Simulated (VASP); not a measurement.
Method: PBE GGA, VASP's PBE PAW potentials (set 64) (plane waves; VASP).

The input files of a VASP run:

INCAR:
```
SYSTEM=KI
PREC=Accurate; ENCUT=500; LREAL=F
LASPH=T
EDIFF=1E-6; NELM=100; ALGO=Normal
LMAXMIX=4
ISMEAR=0; SIGMA=0.05
GGA=PE
IBRION=2; NSW=40; ISIF=3
EDIFFG=-0.02; PSTRESS=300
LWAVE=F; LCHARG=F
```

POSCAR:
```
KI
1
    0.0000000000     3.0132558789     3.0132558789
    3.0132558789     0.0000000000     3.0132558789
    3.0132558789     3.0132558789     0.0000000000
K I
1 1
Direct
  0.0000000000   0.0000000000   0.0000000000
  0.5000000000   0.5000000000   0.5000000000
```

KPOINTS:
```
Automatic
0
gamma
  8 8 8
0 0 0
```

POTCAR, in this order: K_sv I (PBE.64 set). Program: vasp_std.

**Question.** What will the output report for the number of irreducible k-points (NKPTS), largest plane-wave count, number of space-group operations, FFT grid (NGX, NGY, NGZ)?

**Answer.** 
```json
{
  "number of irreducible k-points (NKPTS)": "29",
  "largest_plane_wave_count": "1411",
  "number_of_space_group_operations": "48",
  "FFT grid (NGX, NGY, NGZ)": "32 × 32 × 32"
}
```

The compound is KI in the rock salt structure. This run relaxes it under an external pressure of 30 GPa. Symmetry was kept, so distortions that lower it aren't found.
